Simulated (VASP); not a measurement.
Data:

```
Cu2SnZnS4
1.0
   -2.73506     2.73506     5.47063
    2.73506    -2.73506     5.47063
    2.73506     2.73506    -5.47063
Zn Cu Sn S
1 2 1 4
Direct
  0.75000   0.25000   0.50000
  0.00000   0.00000   0.00000
  0.25000   0.75000   0.50000
  0.50000   0.50000   0.00000
  0.36383   0.37106   0.47631
  0.62894   0.10526   0.99277
  0.89474   0.88751   0.52369
  0.11249   0.63617   0.00723
```

Computed with PBE GGA, VASP's PBE PAW potentials (set 64) (plane waves; VASP). Settings: 480 eV cut-off, 5×5×5 Γ-centred mesh, Gaussian smearing of 0.050 eV, potentials Zn Cu Sn S.

Unless said otherwise, spin-orbit coupling is left out, though it shifts the bands of the heavy elements here.

Q: Estimate the energy per atom (σ→0), band gap (on the k-mesh) with the smallest direct gap where there is one.

A: 
```
Item                                          Value
-----------------------------------  --------------
band gap (on the k-mesh)                    0.08 eV
smallest direct gap (on the k-mesh)         0.08 eV
energy per atom (σ→0)                -4.075 eV/atom
```

The structure comes from a computed database's ZnCu2SnS4 entry (I-4), a phase known from measurement. It was relaxed first. The start is the result of an earlier pass.
